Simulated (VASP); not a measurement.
Input:

```xyz
4
Lattice="3.8885 0.0000 0.0000 -1.9442 3.3675 0.0000 0.0000 0.0000 6.3784" Properties=species:S:1:pos:R:3 pbc="T T T"
Al     0.0000     2.2450     0.0004
Al     1.9442     1.1225     3.1896
P      0.0000     2.2450     2.3915
P      1.9442     1.1225     5.5808
```

Level of theory: modified Becke-Johnson potential (mBJ), VASP's PBE PAW potentials (set 64) (plane waves; VASP). Run with 400 eV cut-off, 6×6×4 Γ-centred mesh, Gaussian smearing of 0.050 eV, potentials Al P.

mBJ is a potential without an energy functional, so only the levels count.

Task: Give the energies of bands 3 to 11 at the high-symmetry points, in eV from the valence-band maximum.

Result: 
```csv
band,Γ,M,K,A,L,H
3,-5.25,-5.07,-4.38,-3.03,-5.14,-4.96
4,-0.90,-4.24,-4.38,-3.03,-5.14,-4.96
5,-0.90,-3.24,-3.74,-0.49,-1.54,-3.13
6,-0.12,-2.05,-2.38,-0.49,-1.54,-3.13
7,0.00,-1.80,-2.38,-0.49,-1.53,-1.17
8,0.00,-0.81,-2.23,-0.49,-1.53,-1.17
9,3.12,2.71,3.09,3.93,3.08,3.81
10,4.05,4.10,6.70,3.93,3.08,3.81
11,4.87,4.64,6.70,5.42,3.99,5.47
```

The gap is indirect, 2.71 eV, from the valence maximum at Γ to the conduction minimum at M.

The structure comes from a computed database's AlP entry (P6_3mc); how it stands against other phases isn't given here. It was relaxed first. The cell's shape comes from a PBE relaxation.
